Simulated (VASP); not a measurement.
Given:

```xyz
4
Lattice="4.8212 0.0000 0.0000 0.0000 4.8212 0.0000 0.0000 0.0000 4.8212" Properties=species:S:1:pos:R:3 pbc="T T T"
La     0.0000     2.4106     2.4106
La     2.4106     0.0000     2.4106
La     2.4106     2.4106     0.0000
Al     0.0000     0.0000     0.0000
```

All values below come from LDA (Ceperley-Alder, Perdew-Zunger), VASP's LDA PAW potentials (set 64) (plane waves; VASP 6.6.1). Run with 400 eV cut-off, 6×6×6 Γ-centred mesh, first-order Methfessel-Paxton smearing of 0.10 eV, potentials La Al.

Task: What does the run give for the energy per atom (σ→0), band gap (on the k-mesh) with the smallest direct gap where there is one?

Result: 
```yaml
band gap (on the k-mesh): none (metal, semimetal or under 0.01 eV)
energy per atom (σ→0): -5.441 eV/atom
```

Total energies compare only between runs with the same potentials, cut-off and functional.

The structure comes from a computed database's La3Al entry (Pm-3m); how it stands against other phases isn't given here. It was relaxed first, which changed the volume by -9 %. The start is the result of an earlier pass.
